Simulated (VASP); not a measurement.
A VASP calculation is set up with these files.

KPOINTS:
```
K-points
0
G
 8 8 8
```

INCAR:
```
AGGAC = 0.0
ALGO = Normal
EDIFF = 1E-7
ENCUT = 520
GGA = CX
ISIF = 2
ISMEAR = 0
LASPH = .TRUE.
LCHARG = .FALSE.
LMAXMIX = 4
LREAL = .FALSE.
LUSE_VDW = .TRUE.
LWAVE = .FALSE.
NELM = 100
PREC = Accurate
SIGMA = 0.05
SYSTEM = LiBr
```

**POSCAR**
```
LiBr
1
    0.0000000000     2.6943481684     2.6943481684
    2.6943481684     0.0000000000     2.6943481684
    2.6943481684     2.6943481684     0.0000000000
Li Br
1 1
Direct
  0.0000000000   0.0000000000   0.0000000000
  0.5000000000   0.5000000000   0.5000000000
```

POTCAR, in this order: Li_sv Br (PBE.64 set). Program: vasp_std.

### Question
Write an equivalent input for Quantum ESPRESSO's pw.x.

### Answer
One equivalent input (not run):
```
&CONTROL
  calculation = 'scf'
  pseudo_dir = './pseudo'
  outdir = './out'
  tprnfor = .true.
  tstress = .true.
/
&SYSTEM
  ibrav = 0
  nat = 2
  ntyp = 2
  ecutwfc = 74
  occupations = 'smearing'
  smearing = 'gaussian'
  degauss = 0.003675
  input_dft = 'vdw-df-cx'
/
&ELECTRONS
  conv_thr = 7.3e-09
  electron_maxstep = 100
/
ATOMIC_SPECIES
  Li 6.940 Li.upf
  Br 79.904 Br.upf
CELL_PARAMETERS angstrom
     0.0000000    2.6943482    2.6943482
     2.6943482    0.0000000    2.6943482
     2.6943482    2.6943482    0.0000000
ATOMIC_POSITIONS crystal
  Li   0.0000000  0.0000000  0.0000000
  Br   0.5000000  0.5000000  0.5000000
K_POINTS automatic
  8 8 8 0 0 0
```
Limits of the translation: the potentials are each code's own (VASP's PAW set, PseudoDojo norm-conserving files in pw.x), so ENCUT and ecutwfc are chosen apart and not converted; conv_thr bounds pw.x's estimated SCF error, while EDIFF bounds the energy change between steps.

The compound is LiBr in the rock salt structure. This cell is one point of a volume scan, at 0.97 of the reference volume.
